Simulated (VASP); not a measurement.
# ZnH8Cl2O4: single point with PBE+D3(BJ)

The system is ZnH8Cl2O4.

```
O H Zn Cl
1.0
     5.70827    0.00000    0.00000
     0.00000    5.70827    0.00000
     0.00000    0.00000    5.70827
O H Zn Cl
4 8 1 2
Direct
  0.21993 0.03257 0.22362
  0.68578 0.70556 0.58382
  0.00410 0.77649 0.88487
  0.47372 0.69436 0.02365
  0.23021 0.12372 0.37349
  0.11538 0.91612 0.28474
  0.58247 0.70452 0.72285
  0.63639 0.57159 0.48938
  0.91714 0.73248 0.74601
  0.13626 0.67099 0.88295
  0.47873 0.83472 0.11960
  0.61104 0.59880 0.06958
  0.00871 0.12848 0.94824
  0.73467 0.29354 0.14421
  0.23158 0.28905 0.66891
```

The cell was built by a generator and needn't be a form met in nature.

```json
{
  "Program": "VASP 6.6.1",
  "Task": "single point",
  "Functional": "PBE",
  "Dispersion": "D3(BJ)",
  "Potentials or basis": "VASP PAW PBE potentials, release 64 (O, H, Zn, Cl)",
  "Cutoff": "520 eV",
  "k mesh": "1 × 1 × 1",
  "Occupations": "fermi-dirac, width 0.02 eV",
  "Spin": "no spin polarisation",
  "Dipole correction": "no",
  "Further INCAR settings": "LREAL = Auto; ALGO = Fast; EDIFF = 1e-06; NBANDS = 42"
}
```

| Property | Result |
| --- | --- |
| Pressure | 3.3 GPa |
| Largest force | 1.728 eV/Å |
| Band gap on the k mesh | 4.37 eV, direct |
| Dispersion energy per atom | -0.066 eV |

Forces in eV/Å, atoms in the order of the input:
```
O    0.353  0.016  0.709
O   -0.159 -0.199 -0.418
O    0.153  0.605  0.729
O    0.007  0.105 -0.269
H    0.345  0.701 -0.149
H   -0.533 -1.153 -0.007
H   -0.188  0.075  0.106
H    0.276  0.059  0.164
H   -1.256 -0.350 -1.133
H    1.004 -0.104  0.406
H   -0.193  0.305  0.007
H   -0.363 -0.073 -0.136
Zn   0.782  0.102 -0.530
Cl  -0.112 -0.382  0.289
Cl  -0.114  0.293  0.233
```

Stress tensor (GPa, compression positive):
```
 4.25 -0.83  1.39
-0.83  2.95  0.21
 1.39  0.21  2.83
```

Levels at points of the mesh, in eV from the valence-band top:
| k point | band 27 | band 28 | band 29 | band 30 | band 31 | band 32 |
| --- | --- | --- | --- | --- | --- | --- |
| (0.00, 0.00, 0.00) | -0.35 | -0.19 | 0.00 | 4.37 | 6.78 | 7.43 |

Wall time 11 s on 1 thread of AMD EPYC 9R45 (Zen 5), with other jobs on the host, peak memory 0.23 GiB.
